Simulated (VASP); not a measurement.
Given:

```
CELL_PARAMETERS angstrom
      3.85673     0.00000     0.00000
     -1.92837     3.34003     0.00000
      0.00000     0.00000    18.70688
ATOMIC_POSITIONS crystal
  B  0.66667 0.33333 0.50000
  Bi 0.33333 0.66667 0.50000
```

Calculation: r2SCAN meta-GGA, VASP's PBE PAW potentials (set 64) (plane waves; VASP). Settings: 520 eV cut-off, 9×9×1 Γ-centred mesh, tetrahedra with Blöchl corrections, potentials B Bi_d.

The cell holds a wide vacuum, so values per volume refer to the whole cell. Unless said otherwise, spin-orbit coupling is left out, though it shifts the bands of the heavy elements here.

### Question
Predict the energy per atom (σ→0), band gap (over mesh and band path) with the smallest direct gap where there is one.

### Answer

| Quantity | Result |
|---|---|
| band gap (over mesh and band path) | 0.31 eV |
| smallest direct gap (over mesh and band path) | 0.31 eV |
| energy per atom (σ→0) | -31.645 eV/atom |

The cell is a sheet with vacuum, built from a generated structure.
